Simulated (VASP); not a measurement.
OSZICAR of a VASP run on CoAl (CsCl type):

File OSZICAR:
```
       N       E                     dE             d eps       ncg     rms          rms(c)
DAV:   1     0.276948949925E+02    0.27695E+02   -0.55542E+03  1120   0.131E+03
DAV:   2    -0.227373623951E+02   -0.50432E+02   -0.48054E+02  1134   0.197E+02
DAV:   3    -0.240709528228E+02   -0.13336E+01   -0.13236E+01  1278   0.429E+01
DAV:   4    -0.240968353762E+02   -0.25883E-01   -0.25873E-01  1380   0.529E+00
DAV:   5    -0.240976903649E+02   -0.85499E-03   -0.85497E-03  1354   0.907E-01    0.139E+01
DAV:   6    -0.260695809103E+02   -0.19719E+01   -0.88494E+01  1254   0.150E+02    0.199E+01
DAV:   7    -0.207558218806E+02    0.53138E+01   -0.36085E+01  1240   0.864E+01    0.214E+00
DAV:   8    -0.207935402856E+02   -0.37718E-01   -0.48878E-01  1310   0.876E+00    0.203E+00
DAV:   9    -0.207818279643E+02    0.11712E-01   -0.25634E-01  1254   0.879E+00    0.713E-01
DAV:  10    -0.207743557227E+02    0.74722E-02   -0.37506E-02  1262   0.328E+00    0.200E-01
DAV:  11    -0.207792385887E+02   -0.48829E-02   -0.25463E-03  1182   0.557E-01    0.121E-01
DAV:  12    -0.207792486924E+02   -0.10104E-04   -0.69937E-05  1490   0.941E-02    0.271E-02
DAV:  13    -0.207792529156E+02   -0.42232E-05   -0.66058E-06  1206   0.350E-02    0.473E-03
DAV:  14    -0.207792508968E+02    0.20188E-05   -0.26012E-06  1124   0.227E-02    0.500E-03
DAV:  15    -0.207792518368E+02   -0.94004E-06   -0.13258E-06   562   0.135E-02
   1 F= -.20779252E+02 E0= -.20779418E+02  d E =-.207793E+02
       N       E                     dE             d eps       ncg     rms          rms(c)
DAV:   1    -0.222877252648E+02   -0.15085E+01   -0.21784E+01  1218   0.823E+01    0.111E+01
DAV:   2    -0.234876584836E+02   -0.11999E+01   -0.49206E+01  1244   0.111E+02    0.128E+01
DAV:   3    -0.208097209435E+02    0.26779E+01   -0.21011E+01  1240   0.694E+01    0.195E+00
DAV:   4    -0.207957924277E+02    0.13929E-01   -0.14427E-01  1150   0.360E+00    0.133E+00
DAV:   5    -0.207791761660E+02    0.16616E-01   -0.56678E-02  1470   0.305E+00    0.346E-01
DAV:   6    -0.207789663692E+02    0.20980E-03   -0.23241E-03  1242   0.739E-01    0.162E-01
DAV:   7    -0.207789969373E+02   -0.30568E-04   -0.44050E-05  1364   0.668E-02    0.142E-01
DAV:   8    -0.207790019188E+02   -0.49815E-05   -0.15604E-04  1394   0.188E-01    0.483E-02
DAV:   9    -0.207789968417E+02    0.50770E-05   -0.12056E-05  1248   0.442E-02    0.297E-02
DAV:  10    -0.207790039523E+02   -0.71106E-05   -0.56978E-06  1138   0.277E-02    0.154E-02
DAV:  11    -0.207790056529E+02   -0.17006E-05   -0.41671E-07   560   0.109E-02    0.602E-03
DAV:  12    -0.207790060082E+02   -0.35531E-06   -0.55838E-08   560   0.357E-03
   2 F= -.20779006E+02 E0= -.20779223E+02  d E =0.245829E-03
       N       E                     dE             d eps       ncg     rms          rms(c)
DAV:   1    -0.211958203214E+02   -0.41681E+00   -0.56800E+00  1204   0.434E+01    0.547E+00
DAV:   2    -0.216264414022E+02   -0.43062E+00   -0.14626E+01  1324   0.580E+01    0.696E+00
DAV:   3    -0.208152606451E+02    0.81118E+00   -0.52257E+00  1276   0.365E+01    0.833E-01
DAV:   4    -0.208115862316E+02    0.36744E-02   -0.20685E-02  1134   0.154E+00    0.551E-01
DAV:   5    -0.208081598438E+02    0.34264E-02   -0.12743E-02  1448   0.141E+00    0.725E-02
DAV:   6    -0.208081621626E+02   -0.23188E-05   -0.80323E-04  1238   0.509E-01    0.421E-02
DAV:   7    -0.208081393453E+02    0.22817E-04   -0.14916E-04  1204   0.192E-01    0.138E-02
DAV:   8    -0.208081440120E+02   -0.46667E-05   -0.23750E-05  1246   0.663E-02    0.572E-03
DAV:   9    -0.208081454058E+02   -0.13938E-05   -0.31394E-06   724   0.265E-02    0.407E-03
DAV:  10    -0.208081452607E+02    0.14511E-06   -0.30815E-06   670   0.319E-02
   3 F= -.20808145E+02 E0= -.20808341E+02  d E =-.288934E-01
       N       E                     dE             d eps       ncg     rms          rms(c)
DAV:   1    -0.208083064344E+02   -0.16103E-03   -0.23145E-03  1210   0.863E-01    0.111E-01
DAV:   2    -0.208084663536E+02   -0.15992E-03   -0.58161E-03  1276   0.117E+00    0.137E-01
DAV:   3    -0.208081475800E+02    0.31877E-03   -0.22593E-03  1258   0.742E-01    0.154E-02
DAV:   4    -0.208081439011E+02    0.36788E-05   -0.88532E-06  1126   0.285E-02    0.528E-03
DAV:   5    -0.208081430440E+02    0.85716E-06   -0.30342E-06   560   0.264E-02
   4 F= -.20808143E+02 E0= -.20808339E+02  d E =-.288912E-01
```

### Question
Which electronic solver shows in the log?

### Answer
It is blocked Davidson (ALGO = Normal, or the opening steps of other solvers). The INCAR had ALGO = Normal.

### Question
How was spin treated?

### Answer
Without spin polarisation: there is no mag entry.

### Question
Can the final energy be trusted as converged?

### Answer
The run converged. It stopped with EDIFF = 1E-6, NELM = 100, NSW = 60 and EDIFFG = -0.01 after 4 ionic steps (r2SCAN+rVV10, plane waves, VASP's PBE PAW potentials (set 64)). Energy and stress use the plane-wave basis of the starting cell.

The compound is CoAl in the CsCl type structure. This run relaxes it. Symmetry was kept, so distortions that lower it aren't found. The run is not spin-polarised, so no magnetic state was tried.
